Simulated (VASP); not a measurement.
A run of VASP 6.6.1 is set up as follows.

File INCAR:

```
ALGO = Fast ; EDIFF = 1E-6
ENCUT = 520 ; GGA = PE
ISIF = 2 ; ISMEAR = 0
IVDW = 12 ; LASPH = True
LCHARG = False ; LREAL = False
LWAVE = False ; NBANDS = 23
NELM = 100 ; PREC = Accurate
SIGMA = 0.1
```

KPOINTS

```
k-points
0
Gamma
  15 15 10
```

File POSCAR:

```
NiSb
1.0
    3.9188832195      0.0000000000      0.0000000000
   -1.9594416098      3.3938524226      0.0000000000
    0.0000000000      0.0000000000      5.1047479422
Ni Sb
2 2
Direct
    0.0000000000      0.0000000000      0.0000000000
    0.0000000000      0.0000000000      0.5000000000
    0.3333333333      0.6666666667      0.2500000000
    0.6666666667      0.3333333333      0.7500000000
```

Potentials or basis: VASP PAW PBE potentials, release 64 (Ni, Sb).

Command:

```bash
$ cat potpaw_PBE.64/Ni/POTCAR potpaw_PBE.64/Sb/POTCAR > POTCAR
$ mpirun -np 1 vasp_std > vasp.out
```

Q: Predict the band gap on the k mesh.

A: None (metal or under the smearing width).

Q: What does it give for the pressure?

A: -0.3 GPa.

Q: Estimate the dispersion energy per atom.

A: -0.540 eV.

Stress tensor (GPa, compression positive):
```
-0.36  0.00  0.00
 0.00 -0.36  0.00
 0.00  0.00 -0.21
```

Caveat: pairwise dispersion overbinds metals, which lowers pressure and volume. Spin-orbit coupling is left out, which matters for the levels of Sb.
